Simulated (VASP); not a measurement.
Data:

```xyz
2
Lattice="3.3301 0.0000 0.0000 -1.6650 2.8839 0.0000 0.0000 0.0000 3.2500" Properties=species:S:1:pos:R:3 pbc="T T T"
Ru     0.0000     0.0000     0.0000
Se     1.6650     0.9613     1.6250
```

All values below come from PBE GGA, VASP's PBE PAW potentials (set 64) (plane waves; VASP 6.6.1). Run with 400 eV cut-off, 7×7×6 Γ-centred mesh, Gaussian smearing of 0.050 eV, potentials Ru_pv Se.

### Question
Give the stress tensor in GPa (positive for a compressed cell).

### Answer

```
10.13   0.00   0.00
 0.00  10.13   0.00
 0.00   0.00  16.56
```
The pressure is its mean diagonal, 12.27 GPa.

The structure was generated: RuSe was put into the WC type (P-6m2), which need not be its known phase. The cell was not relaxed at this level. The k-mesh is coarse (spacing up to 0.32 per Å, 2π included), so the numbers may not be converged in it. The run is one of a series of settings (KPOINTS 7×7×6 Γ-centred mesh against the base run), some of them coarse on purpose.
